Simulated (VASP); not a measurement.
An input for Quantum ESPRESSO's pw.x (written as the equivalent of a VASP run, and not itself run):

```
&CONTROL
  calculation = 'vc-relax'
  pseudo_dir = './pseudo'
  outdir = './out'
  tprnfor = .true.
  tstress = .true.
  nstep = 60
  forc_conv_thr = 0.00039
/
&SYSTEM
  ibrav = 0
  nat = 2
  ntyp = 2
  ecutwfc = 102
  occupations = 'smearing'
  smearing = 'gaussian'
  degauss = 0.003675
  input_dft = 'pbe'
/
&ELECTRONS
  conv_thr = 7.3e-08
  electron_maxstep = 100
/
&IONS
/
&CELL
/
ATOMIC_SPECIES
  Cd 112.414 Cd.upf
  Se 78.971 Se.upf
CELL_PARAMETERS angstrom
     0.0000000    3.1010969    3.1010969
     3.1010969    0.0000000    3.1010969
     3.1010969    3.1010969    0.0000000
ATOMIC_POSITIONS crystal
  Cd   0.0000000  0.0000000  0.0000000
  Se   0.7500000  0.7500000  0.7500000
K_POINTS automatic
  7 7 7 0 0 0
```

Write the VASP files for the same calculation (PBE).

Several could match; the one computed here: 
File KPOINTS:
```
Regular mesh
0
Gamma
 7 7 7
0 0 0
```

INCAR:
```
SYSTEM = CdSe
PREC = Accurate
ENCUT = 480
EDIFF = 1E-6
NELM = 100
ALGO = Normal
LREAL = .FALSE.
LASPH = .TRUE.
ISMEAR = 0
SIGMA = 0.05
GGA = PE
LMAXMIX = 4
LWAVE = .FALSE.
LCHARG = .FALSE.
IBRION = 2
ISIF = 3
NSW = 60
EDIFFG = -0.01
```

File POSCAR:
```
CdSe
1
    0.0000000000     3.1010968700     3.1010968700
    3.1010968700     0.0000000000     3.1010968700
    3.1010968700     3.1010968700     0.0000000000
Cd Se
1 1
Direct
  0.0000000000   0.0000000000   0.0000000000
  0.7500000000   0.7500000000   0.7500000000
```

POTCAR, in this order: Cd Se (PBE.64 set). Program: vasp_std.

What does not carry over: the potentials are each code's own (VASP's PAW set, PseudoDojo norm-conserving files in pw.x), so ENCUT and ecutwfc are chosen apart and not converted; conv_thr bounds pw.x's estimated SCF error, while EDIFF bounds the energy change between steps; forc_conv_thr acts on force components and is met together with etot_conv_thr.

The compound is CdSe in the zinc blende structure, whereas wurtzite is the usual form. This run relaxes it. Symmetry was kept, so distortions that lower it aren't found. The start is the result of an earlier pass.
